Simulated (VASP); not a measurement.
Level of theory: PBE GGA, VASP's PBE PAW potentials (set 64) (plane waves; VASP 6.6.1).

The input files of a VASP run:

INCAR:
```
# general
SYSTEM = Al36N35O
PREC   = Normal
ENCUT  = 400
LREAL  = Auto
LASPH  = T
ISYM   = 0
NELECT = 288.0

# electronic loop
EDIFF  = 1E-5
NELM   = 100
NELMIN = 4
ALGO   = Fast

# smearing
ISMEAR = 0
SIGMA  = 0.05

# functional
GGA    = PE

# ions
IBRION = 2
NSW    = 60
ISIF   = 2
EDIFFG = -0.03

# output
LWAVE  = T
LCHARG = F
```

**KPOINTS**
```
Automatic mesh
0
Gamma
1 1 1
0 0 0
```

File POSCAR:
```
Al36N35O
1.0
  4.6932676572  -8.1289780182   0.0000000000
  4.6932676572   8.1289780182   0.0000000000
  0.0000000000   0.0000000000  10.0192026154
Al N O
36 35 1
Cart
  1.5644209880  -0.9032188766   2.5048006538
  1.5644209880   0.9032188766   0.0000000000
  1.5644209880  -0.9032188766   7.5144019615
  1.5644209880   0.9032188766   5.0096013077
  3.1288419760   1.8064377532   2.5048006538
  3.1288466692   3.6128836353   0.0000000000
  3.1288419760   1.8064377532   7.5144019615
  3.1288466692   3.6128836353   5.0096013077
  4.6932676572   4.5161025119   2.5048006538
  4.6932676572   6.3225402650   0.0000000000
  4.6932676572   4.5161025119   7.5144019615
  4.6932676572   6.3225402650   5.0096013077
  3.1288466692  -3.6128836353   2.5048006538
  3.1288419760  -1.8064377532   0.0000000000
  3.1288466692  -3.6128836353   7.5144019615
  3.0978194767  -1.7836278408   5.0564010031
  4.7083283531  -0.9036090675   2.4643330945
  4.6932676572   0.9032270056   0.0000000000
  4.6551113911  -0.9529113192   7.5551600778
  4.6429933741   0.8754584166   5.0095712501
  6.2576933384   1.8064377532   2.5048006538
  6.2576886452   3.6128836353   0.0000000000
  6.2576933384   1.8064377532   7.5144019615
  6.2576886452   3.6128836353   5.0096013077
  4.6932676572  -6.3225402650   2.5048006538
  4.6932676572  -4.5161025119   0.0000000000
  4.6932676572  -6.3225402650   7.5144019615
  4.6932676572  -4.5161025119   5.0096013077
  6.2576886452  -3.6128836353   2.5048006538
  6.2576933384  -1.8064377532   0.0000000000
  6.2576886452  -3.6128836353   7.5144019615
  6.2956243277  -1.8347753705   5.0276859684
  7.8221143264  -0.9032188766   2.5048006538
  7.8221143264   0.9032188766   0.0000000000
  7.8221143264  -0.9032188766   7.5144019615
  7.8221143264   0.9032188766   5.0096013077
  1.5330183341  -0.8913261817   4.4058040813
  1.5644209880   0.9032188766   1.9136676995
  1.5644209880  -0.9032188766   9.4280696611
  1.5644209880   0.9032188766   6.9232690072
  3.0996780107   1.8230859001   4.4485860765
  3.1288466692   3.6128836353   1.9136676995
  3.1288419760   1.8064377532   9.4280696611
  3.1288466692   3.6128836353   6.9232690072
  4.6932676572   4.5161025119   4.4184683534
  4.6932676572   6.3225402650   1.9136676995
  4.6932676572   4.5161025119   9.4280696611
  4.6932676572   6.3225402650   6.9232690072
  3.0915070317  -3.5924799005   4.4271149252
  3.1077316580  -1.8029097767   1.9447172084
  3.1288466692  -3.6128836353   9.4280696611
  3.1041131487  -1.8391081158   6.8837733105
  4.6936055725   0.8791327147   1.9050311469
  4.6932676572  -0.9032270056   9.4280696611
  4.6732884168   0.9089254191   6.9366145851
  6.2309323263   1.7974471035   4.4411117513
  6.2576886452   3.6128836353   1.9136676995
  6.2576933384   1.8064377532   9.4280696611
  6.2576886452   3.6128836353   6.9232690072
  4.6932676572  -6.3225402650   4.4184683534
  4.6932676572  -4.5161025119   1.9136676995
  4.6932676572  -6.3225402650   9.4280696611
  4.6932676572  -4.5161025119   6.9232690072
  6.3006226577  -3.5863181351   4.4113647387
  6.2543939713  -1.8413517137   1.9616196033
  6.2576886452  -3.6128836353   9.4280696611
  6.2887909299  -1.7801648962   6.9146124162
  7.8506353140  -0.8840426174   4.3805757291
  7.8221143264   0.9032188766   1.9136676995
  7.8221143264  -0.9032188766   9.4280696611
  7.8221143264   0.9032188766   6.9232690072
  4.7074554053  -0.9198670236   4.4592465080
```

POTCAR, in this order: Al N O (PBE.64 set). Program: vasp_gam.

Output

**OUTCAR**
```
 ion  position               nearest neighbor table
   1  0.222  0.111  0.250-  50 1.87  38 1.90  46 1.90  37 1.90   2 3.09   4 3.09  14 3.09  12 3.09
                            10 3.09  16 3.10   5 3.13   9 3.13  25 3.13  33 3.13  13 3.13  17 3.14
   2  0.111  0.222  0.000-  39 1.90  43 1.90  62 1.90  38 1.91   1 3.09   3 3.09   5 3.09   7 3.09
                            25 3.09  27 3.09  14 3.13  26 3.13  10 3.13  34 3.13  18 3.13   6 3.13
   3  0.222  0.111  0.750-  40 1.90  48 1.90  52 1.91  39 1.91  16 3.03   4 3.09   2 3.09  14 3.09
                            10 3.09  12 3.09  19 3.09   7 3.13  11 3.13  27 3.13  35 3.13  15 3.13
   4  0.111  0.222  0.500-  41 1.88  37 1.89  60 1.90  40 1.91  20 3.08   3 3.09   1 3.09   7 3.09
                             5 3.09  25 3.09  27 3.09  16 3.09  12 3.13  28 3.13  36 3.13   8 3.13
   5  0.222  0.444  0.250-  38 1.90  42 1.90  53 1.92  41 1.94  20 3.07   4 3.09   2 3.09  18 3.09
                             6 3.09   8 3.09   1 3.13  29 3.13  25 3.13   9 3.13  21 3.13  17 3.14
   6  0.111  0.556  0.000-  47 1.90  66 1.90  43 1.90  42 1.91   9 3.09  11 3.09  29 3.09  31 3.09
                             5 3.09   7 3.09  10 3.13  18 3.13  30 3.13  22 3.13  26 3.13   2 3.13
   7  0.222  0.444  0.750-  55 1.88  40 1.90  44 1.90  43 1.91  20 3.07   4 3.09   2 3.09  18 3.09
                             6 3.09   8 3.09   3 3.13  31 3.13  27 3.13  11 3.13  23 3.13  19 3.15
   8  0.111  0.556  0.500-  41 1.88  64 1.88  45 1.90  44 1.91  32 3.09  11 3.09   9 3.09  31 3.09
                            29 3.09   7 3.09   5 3.09  20 3.13  12 3.13  24 3.13  28 3.13   4 3.13
   9  0.222  0.778  0.250-  46 1.90  42 1.90  57 1.90  45 1.91  10 3.09  12 3.09   6 3.09   8 3.09
                            22 3.09  24 3.09   1 3.13  33 3.13  29 3.13  13 3.13   5 3.13  21 3.13
  10  0.111  0.889  0.000-  47 1.90  39 1.90  70 1.90  46 1.91   9 3.09  11 3.09   1 3.09   3 3.09
                            33 3.09  35 3.09   6 3.13  22 3.13  34 3.13   2 3.13  30 3.13  14 3.13
  11  0.222  0.778  0.750-  48 1.90  44 1.90  59 1.90  47 1.91  10 3.09  12 3.09   6 3.09   8 3.09
                            22 3.09  24 3.09   3 3.13  35 3.13  31 3.13  15 3.13  23 3.13   7 3.13
  12  0.111  0.889  0.500-  37 1.88  68 1.90  45 1.90  48 1.91   9 3.09  11 3.09   1 3.09   3 3.09
                            33 3.09  35 3.09  32 3.09  16 3.10  24 3.13   8 3.13   4 3.13  36 3.13
...
```

**OSZICAR**
```
...
RMM:   6    -0.537166872034E+03    0.86904E+02   -0.35271E+02   362   0.332E+01    0.177E+01
RMM:   7    -0.539410649580E+03   -0.22438E+01   -0.44275E+01   362   0.137E+01    0.127E+01
RMM:   8    -0.539232684947E+03    0.17796E+00   -0.31475E+00   362   0.449E+00    0.156E+00
RMM:   9    -0.539262233495E+03   -0.29549E-01   -0.59167E-01   367   0.157E+00    0.130E+00
RMM:  10    -0.539266535723E+03   -0.43022E-02   -0.10893E-01   378   0.656E-01    0.114E+00
RMM:  11    -0.539269387856E+03   -0.28521E-02   -0.20544E-02   377   0.260E-01    0.116E+00
RMM:  12    -0.539319937134E+03   -0.50549E-01   -0.42791E-01   455   0.108E+00    0.180E+00
RMM:  13    -0.539324872695E+03   -0.49356E-02   -0.22370E-02   362   0.294E-01    0.152E+00
RMM:  14    -0.539286889874E+03    0.37983E-01   -0.52953E-01   505   0.119E+00    0.981E-01
RMM:  15    -0.539276396199E+03    0.10494E-01   -0.17044E-02   362   0.252E-01    0.544E-01
RMM:  16    -0.539273441137E+03    0.29551E-02   -0.16969E-02   362   0.203E-01    0.203E-01
RMM:  17    -0.539273439593E+03    0.15437E-05   -0.14240E-03   362   0.819E-02    0.150E-01
RMM:  18    -0.539273428020E+03    0.11573E-04   -0.14469E-03   362   0.536E-02    0.695E-02
RMM:  19    -0.539273499937E+03   -0.71917E-04   -0.44319E-04   369   0.324E-02    0.778E-02
RMM:  20    -0.539273450208E+03    0.49729E-04   -0.76028E-05   332   0.172E-02    0.603E-02
RMM:  21    -0.539273444028E+03    0.61800E-05   -0.21114E-05   227   0.810E-03
   1 F= -.53927344E+03 E0= -.53927344E+03  d E =-.539273E+03
       N       E                     dE             d eps       ncg     rms          rms(c)
DAV:   1    -0.539574698691E+03   -0.30125E+00   -0.17092E+02   372   0.331E+01    0.260E+00
RMM:   2    -0.539648323591E+03   -0.73625E-01   -0.35903E+00   362   0.426E+00    0.146E+00
RMM:   3    -0.539572873656E+03    0.75450E-01   -0.46413E-01   362   0.152E+00    0.977E-01
RMM:   4    -0.539551485714E+03    0.21388E-01   -0.20656E-01   362   0.834E-01    0.342E-01
RMM:   5    -0.539553095968E+03   -0.16103E-02   -0.30393E-02   377   0.345E-01    0.191E-01
RMM:   6    -0.539553528013E+03   -0.43204E-03   -0.67090E-03   373   0.161E-01    0.795E-02
RMM:   7    -0.539553672583E+03   -0.14457E-03   -0.13915E-03   393   0.700E-02    0.415E-02
RMM:   8    -0.539553690825E+03   -0.18243E-04   -0.18066E-04   371   0.297E-02    0.135E-02
RMM:   9    -0.539553692213E+03   -0.13878E-05   -0.40038E-05   260   0.139E-02
   2 F= -.53955369E+03 E0= -.53955369E+03  d E =-.280248E+00
       N       E                     dE             d eps       ncg     rms          rms(c)
DAV:   1    -0.539790519632E+03   -0.23683E+00   -0.27811E+01   388   0.135E+01    0.959E-01
RMM:   2    -0.539799700943E+03   -0.91813E-02   -0.57341E-01   362   0.169E+00    0.596E-01
RMM:   3    -0.539787276884E+03    0.12424E-01   -0.74085E-02   362   0.593E-01    0.382E-01
RMM:   4    -0.539783529972E+03    0.37469E-02   -0.36268E-02   362   0.344E-01    0.123E-01
RMM:   5    -0.539783807188E+03   -0.27722E-03   -0.55680E-03   376   0.144E-01    0.711E-02
RMM:   6    -0.539783871955E+03   -0.64766E-04   -0.10708E-03   379   0.626E-02    0.395E-02
RMM:   7    -0.539783888705E+03   -0.16751E-04   -0.27184E-04   362   0.333E-02    0.184E-02
RMM:   8    -0.539783889043E+03   -0.33738E-06   -0.74940E-05   296   0.158E-02
   3 F= -.53978389E+03 E0= -.53978389E+03  d E =-.510445E+00
       N       E                     dE             d eps       ncg     rms          rms(c)
DAV:   1    -0.539830274173E+03   -0.46385E-01   -0.13918E+01   372   0.961E+00    0.646E-01
RMM:   2    -0.539844940869E+03   -0.14667E-01   -0.27041E-01   362   0.118E+00    0.376E-01
RMM:   3    -0.539841993969E+03    0.29469E-02   -0.26830E-02   362   0.392E-01    0.241E-01
RMM:   4    -0.539840533900E+03    0.14601E-02   -0.12669E-02   362   0.226E-01    0.673E-02
RMM:   5    -0.539840628220E+03   -0.94320E-04   -0.16021E-03   378   0.860E-02    0.478E-02
RMM:   6    -0.539840653793E+03   -0.25572E-04   -0.33484E-04   374   0.378E-02    0.259E-02
RMM:   7    -0.539840657334E+03   -0.35415E-05   -0.64119E-05   327   0.174E-02
   4 F= -.53984066E+03 E0= -.53984066E+03  d E =-.567683E-01
       N       E                     dE             d eps       ncg     rms          rms(c)
DAV:   1    -0.539841074008E+03   -0.42022E-03   -0.99503E-02   420   0.812E-01    0.523E-02
RMM:   2    -0.539841179292E+03   -0.10528E-03   -0.18980E-03   362   0.983E-02    0.331E-02
RMM:   3    -0.539841156461E+03    0.22832E-04   -0.18065E-04   362   0.322E-02    0.211E-02
RMM:   4    -0.539841145429E+03    0.11031E-04   -0.92146E-05   336   0.190E-02    0.574E-03
RMM:   5    -0.539841145767E+03   -0.33803E-06   -0.98108E-06   218   0.701E-03
   5 F= -.53984115E+03 E0= -.53984115E+03  d E =-.572567E-01
       N       E                     dE             d eps       ncg     rms          rms(c)
DAV:   1    -0.539851088849E+03   -0.99434E-02   -0.21213E+00   372   0.363E+00    0.247E-01
RMM:   2    -0.539853837284E+03   -0.27484E-02   -0.40910E-02   362   0.436E-01    0.130E-01
RMM:   3    -0.539853604761E+03    0.23252E-03   -0.38421E-03   362   0.148E-01    0.840E-02
RMM:   4    -0.539853467710E+03    0.13705E-03   -0.14250E-03   362   0.784E-02    0.250E-02
RMM:   5    -0.539853482386E+03   -0.14675E-04   -0.18994E-04   379   0.303E-02    0.185E-02
RMM:   6    -0.539853485730E+03   -0.33445E-05   -0.39990E-05   265   0.137E-02
   6 F= -.53985349E+03 E0= -.53985349E+03  d E =-.123400E-01
       N       E                     dE             d eps       ncg     rms          rms(c)
DAV:   1    -0.539854110672E+03   -0.62829E-03   -0.27262E-01   404   0.130E+00    0.882E-02
RMM:   2    -0.539854465587E+03   -0.35492E-03   -0.52681E-03   362   0.156E-01    0.466E-02
RMM:   3    -0.539854437481E+03    0.28106E-04   -0.50579E-04   362   0.536E-02    0.303E-02
RMM:   4    -0.539854420960E+03    0.16521E-04   -0.18566E-04   360   0.284E-02    0.960E-03
RMM:   5    -0.539854422915E+03   -0.19544E-05   -0.24402E-05   234   0.111E-02
   7 F= -.53985442E+03 E0= -.53985442E+03  d E =-.132771E-01
       N       E                     dE             d eps       ncg     rms          rms(c)
DAV:   1    -0.539857855899E+03   -0.34349E-02   -0.12412E+00   372   0.282E+00    0.181E-01
RMM:   2    -0.539859357745E+03   -0.15018E-02   -0.22387E-02   362   0.327E-01    0.947E-02
RMM:   3    -0.539859240917E+03    0.11683E-03   -0.22267E-03   362   0.113E-01    0.626E-02
RMM:   4    -0.539859160747E+03    0.80170E-04   -0.83861E-04   362   0.594E-02    0.191E-02
RMM:   5    -0.539859170536E+03   -0.97897E-05   -0.12926E-04   364   0.236E-02    0.136E-02
RMM:   6    -0.539859172437E+03   -0.19004E-05   -0.23567E-05   236   0.103E-02
   8 F= -.53985917E+03 E0= -.53985917E+03  d E =-.474952E-02
       N       E                     dE             d eps       ncg     rms          rms(c)
DAV:   1    -0.539859209252E+03   -0.38715E-04   -0.16116E-02   428   0.321E-01    0.205E-02
RMM:   2    -0.539859228768E+03   -0.19516E-04   -0.29001E-04   362   0.372E-02    0.110E-02
RMM:   3    -0.539859227498E+03    0.12704E-05   -0.31025E-05   253   0.132E-02    0.740E-03
RMM:   4    -0.539859226653E+03    0.84441E-06   -0.93117E-06   217   0.646E-03
   9 F= -.53985923E+03 E0= -.53985923E+03  d E =-.480374E-02
       N       E                     dE             d eps       ncg     rms          rms(c)
DAV:   1    -0.539860634581E+03   -0.14071E-02   -0.47008E-01   372   0.177E+00    0.110E-01
RMM:   2    -0.539861172883E+03   -0.53830E-03   -0.77550E-03   362   0.201E-01    0.583E-02
RMM:   3    -0.539861142535E+03    0.30348E-04   -0.82018E-04   362   0.690E-02    0.373E-02
RMM:   4    -0.539861116207E+03    0.26328E-04   -0.28925E-04   362   0.361E-02    0.113E-02
RMM:   5    -0.539861120248E+03   -0.40408E-05   -0.48012E-05   271   0.141E-02
  10 F= -.53986112E+03 E0= -.53986112E+03  d E =-.189359E-02
```

OUTCAR:
```
------------------------ aborting loop because EDIFF is reached ----------------------------------------
  FORCE on cell =-STRESS in cart. coord.  units (eV):
  Direction    XX          YY          ZZ          XY          YZ          ZX
  --------------------------------------------------------------------------------------
  Total      -21.8790146    -21.5835232    -33.4404076      0.0019150      0.0002003      0.0071368
  in kB      -45.8525943    -45.2333230    -70.0821986      0.0040134      0.0004198      0.0149569
  external PRESSURE =     -53.7227053 kB  Pullay stress =       0.0000000 kB
  volume of cell :      764.49
      direct lattice vectors                 reciprocal lattice vectors
     4.693267657 -8.128978018  0.000000000     0.106535582 -0.061508347  0.000000000
     4.693267657  8.128978018  0.000000000     0.106535582  0.061508347  0.000000000
     0.000000000  0.000000000 10.019202615     0.000000000  0.000000000  0.099808342
  FREE ENERGIE OF THE ION-ELECTRON SYSTEM (eV)
  ---------------------------------------------------
  free  energy   TOTEN  =      -539.8611202478 eV

  energy  without entropy=     -539.8611202478  energy(sigma->0) =     -539.86112025

 reached required accuracy - stopping structural energy minimisation
```
(Selected blocks of OUTCAR.)

**CONTCAR**
```
Al36N35O
   1.00000000000000
     4.6932676571999998   -8.1289780181999998    0.0000000000000000
     4.6932676571999998    8.1289780181999998    0.0000000000000000
     0.0000000000000000    0.0000000000000000   10.0192026153999993
  Al              N               O
    36    35     1
Direct
     0.2209014275148037    0.1106341838353480    0.2491537061066362
     0.1106823637125079    0.2219755300819965    0.9996831309925375
     0.2212860239971080    0.1107698343892395    0.7504964820914185
     0.1093644693332641    0.2213062582548974    0.5006606193056542
     0.2210679410278633    0.4433822066455087    0.2492224450784545
     0.1114113268276531    0.5557885339902103    0.9998035773559749
     0.2213063955666023    0.4433369687660846    0.7505412177160247
     0.1112452517418323    0.5556057091879241    0.5000721637410511
     0.2222754257796271    0.7776119357158072    0.2495679437405339
     0.1111739971485824    0.8886703027798566    0.9997431296843271
     0.2222167634854773    0.7775878037724296    0.7500913702154655
     0.1109373373970482    0.8886521946716623    0.5000041970845274
     0.5561509252528115    0.1102975626727482    0.2492430849812898
     0.4439491666039055    0.2209300326439193    0.0002629680750304
     0.5559104242381097    0.1104403223374478    0.7504393656139402
     0.4402162078627922    0.2138674741339424    0.5018521571961337
     0.5556392819351119    0.4440952182014175    0.2411420156374144
     0.4440094301063571    0.5556320014444954    0.0002061069064186
     0.5555322777232228    0.4438893595073931    0.7530025363696440
     0.4402980168273405    0.5586718589432912    0.5020329227309276
     0.5560834258674948    0.7783286377045014    0.2493462782501348
     0.4442916921797808    0.8884081303841883    0.9998314903479422
     0.5558897190657850    0.7777144015694828    0.7504495914593484
     0.4439905634573383    0.8881807917647089    0.5000772176177843
     0.8883629539398646    0.1108746674485575    0.2492362247984004
     0.7777817994309483    0.2221326544596353    0.9998208005083741
     0.8883433105741467    0.1108756323954388    0.7504164024051405
     0.7779230648434948    0.2217004982396238    0.5007940211869759
     0.8895328409820634    0.4438195867444690    0.2492735868119710
     0.7787825870509817    0.5559211866612821    0.0001796799965358
     0.8890629219216031    0.4438677096046841    0.7504749354457441
     0.7853362360083991    0.5593573574987207    0.5018022132075199
     0.8892767464661420    0.7788801581233128    0.2490726350428409
     0.7776336908872179    0.8889425642082759    0.9997294011468835
     0.8887571744720466    0.7782980844020677    0.7505363127096056
     0.7778605794452012    0.8896280441797274    0.5006413502296948
     0.2227423735376409    0.1125194746781351    0.4410439217712475
     0.1106378377126677    0.2218560194608027    0.1911874658819442
     0.2225452173816817    0.1112089856633236    0.9416532645208974
     0.1105068496462232    0.2216960268095906    0.6915062715116607
     0.2228394432673399    0.4434103080352223    0.4411250735231755
     0.1112875036176827    0.5554132632144240    0.1915477529750582
     0.2226611940150052    0.4445418306710603    0.9416482422302433
     0.1110858146406443    0.5551545859833588    0.6910915815881675
     0.2220696013419718    0.7776379253980034    0.4412874045784556
     0.1111848309749185    0.8888330150691336    0.1914631027099740
     0.2223061297969721    0.7777567750654090    0.9414162914723655
     0.1107829827570068    0.8886872483771281    0.6910989712162974
     0.5557987127472936    0.1119552554495555    0.4411007405443900
     0.4445710472066176    0.2223049696548030    0.1934124907608256
     0.5552669095769470    0.1108826685424815    0.9416024460684228
     0.4451553136292103    0.2234334954651747    0.6902199730150717
     0.4446763278636624    0.5548884404672906    0.1932283026476491
     0.5556206445259017    0.4440694404295792    0.9436299513122114
     0.4450667455350966    0.5539265896266509    0.6903580411862589
     0.5557391557070038    0.7761846738252451    0.4411321632100552
     0.4445477231493477    0.8885169214664220    0.1915592130164696
     0.5551686279735296    0.7768846770513594    0.9415197992004701
     0.4446007583454309    0.8884232695741532    0.6910064386333746
     0.8881531000234124    0.1108079138698501    0.4409989044501750
     0.7776448819415253    0.2223205525046244    0.1912408955095768
     0.8886081325035805    0.1110158822145852    0.9414002918393295
     0.7774976108501550    0.2222037461813771    0.6915172121411831
     0.8874246342375879    0.4438155640052048    0.4410783898006550
     0.7774586622579777    0.5552924693438613    0.1933311798014057
     0.8889074585016585    0.4446796155917338    0.9415952698822877
     0.7759920691493826    0.5546111943671447    0.6901837924182210
     0.8871357368619599    0.7768292218403443    0.4409202987699322
     0.7774866742315090    0.8886573075493780    0.1911710481608034
     0.8886089176061093    0.7773270584140443    0.9416650196768581
     0.7774950531635008    0.8886232011643079    0.6914490219968911
     0.5553245630473248    0.4439670156109423    0.4402014901897606
```

OUTCAR:
```
 val. band max:        6.0586443426   @ k =   0.0000   0.0000   0.0000

 cond. band min:       9.8911869418   @ k =   0.0000   0.0000   0.0000


 Fermi energy:         6.3705448924

 k-point     1 :       0.0000    0.0000    0.0000
  band No.  band energies     occupation
      1     -12.9640      2.00000
      2      -8.9715      2.00000
      3      -8.1734      2.00000
      4      -8.1237      2.00000
      5      -7.8774      2.00000
      6      -7.8758      2.00000
      7      -7.8064      2.00000
      8      -7.8044      2.00000
      9      -7.7528      2.00000
     10      -7.6757      2.00000
     11      -7.2451      2.00000
     12      -7.2376      2.00000
     13      -7.2360      2.00000
     14      -7.2142      2.00000
     15      -7.2126      2.00000
     16      -7.1955      2.00000
     17      -7.1935      2.00000
     18      -7.1218      2.00000
     19      -7.1211      2.00000
     20      -7.1152      2.00000
     21      -7.1082      2.00000
     22      -6.9860      2.00000
     23      -6.8396      2.00000
     24      -6.7015      2.00000
     25      -6.6079      2.00000
     26      -6.6078      2.00000
     27      -6.5356      2.00000
     28      -6.5349      2.00000
     29      -6.5048      2.00000
     30      -6.4955      2.00000
     31      -6.4813      2.00000
     32      -6.4446      2.00000
     33      -6.4426      2.00000
     34      -6.4054      2.00000
     35      -6.4042      2.00000
     36      -6.3594      2.00000
     37      -0.0474      2.00000
     38       0.3178      2.00000
     39       0.3194      2.00000
     40       0.5877      2.00000
     41       1.1371      2.00000
     42       1.2545      2.00000
     43       1.2551      2.00000
     44       1.2632      2.00000
     45       1.3207      2.00000
     46       1.3212      2.00000
     47       1.3255      2.00000
     48       1.3272      2.00000
     49       1.3277      2.00000
     50       1.3291      2.00000
     51       1.3382      2.00000
...
```

At this cut-off the stress carries a Pulay error, which pulls relaxed volumes low. The cell is charged, with a uniform compensating background. The supercell is sampled at Γ alone, which is coarse: total energies, pressure and levels can be off, energies of defects by several tenths of an eV.

The cell is a supercell with a defect, built from AlN (wurtzite): O_N, charge +1. The run is not spin-polarised, so no state with unpaired spins was tried.
